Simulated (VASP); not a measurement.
Here is the system:

```
CELL_PARAMETERS angstrom
     -2.51828     2.51828     2.51828
      2.51828    -2.51828     2.51828
      2.51828     2.51828    -2.51828
ATOMIC_POSITIONS crystal
  Ba 0.00000 0.00000 0.00000
```

Method: PBE GGA, VASP's PBE PAW potentials (set 64) (plane waves; VASP 6.6.1). Settings: 520 eV cut-off, 12×12×12 Γ-centred mesh, tetrahedra with Blöchl corrections, potentials Ba_sv.

Unless said otherwise, spin-orbit coupling is left out, though it shifts the bands of the heavy elements here.

Question: Estimate the energy per atom (σ→0), band gap (on the k-mesh) with the smallest direct gap where there is one.

Answer: 
- band gap (on the k-mesh) = none (metal, semimetal or under 0.01 eV)
- energy per atom (σ→0) = -1.908 eV/atom

Total energies compare only between runs with the same potentials, cut-off and functional.

The compound is Ba in the bcc structure. It was relaxed first.
